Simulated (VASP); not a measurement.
OSZICAR of a VASP run on KCl (rock salt):

### OSZICAR
```
       N       E                     dE             d eps       ncg     rms          rms(c)
DAV:   1     0.112180751714E+03    0.11218E+03   -0.72499E+03   480   0.119E+03
DAV:   2     0.302983027952E+01   -0.10915E+03   -0.99921E+02   612   0.275E+02
DAV:   3    -0.352250134187E+01   -0.65523E+01   -0.65110E+01   600   0.638E+01
DAV:   4    -0.376458057998E+01   -0.24208E+00   -0.24177E+00   860   0.110E+01
DAV:   5    -0.376576203168E+01   -0.11815E-02   -0.11814E-02   628   0.775E-01    0.347E+00
DAV:   6    -0.347316730058E+01    0.29259E+00   -0.54591E-01   580   0.406E+00    0.280E+00
DAV:   7    -0.345060675098E+01    0.22561E-01   -0.11920E-01   620   0.211E+00    0.160E+00
DAV:   8    -0.345537585578E+01   -0.47691E-02   -0.16665E-02   644   0.118E+00    0.185E-01
DAV:   9    -0.345561403636E+01   -0.23818E-03   -0.10677E-03   664   0.219E-01    0.902E-02
DAV:  10    -0.345586136685E+01   -0.24733E-03   -0.21619E-04   564   0.152E-01    0.820E-03
DAV:  11    -0.345586297723E+01   -0.16104E-05   -0.86353E-06   752   0.264E-02    0.440E-03
DAV:  12    -0.345586373287E+01   -0.75565E-06   -0.27597E-06   620   0.138E-02    0.237E-03
DAV:  13    -0.345586363610E+01    0.96775E-07   -0.33287E-07   632   0.490E-03
   1 F= -.34558636E+01 E0= -.34558636E+01  d E =-.649402E-17
```

**Question.** Which electronic solver shows in the log?

**Answer.** It is blocked Davidson (ALGO = Normal, or the opening steps of other solvers). The INCAR had ALGO = Normal.

**Question.** Can the final energy be trusted as converged?

**Answer.** Self-consistency was reached. It stopped with EDIFF = 1E-7, NELM = 100 (rev-vdW-DF2, plane waves, VASP's PBE PAW potentials (set 64)).

The compound is KCl in the rock salt structure. This cell is one point of a volume scan, at 1.03 of the reference volume.
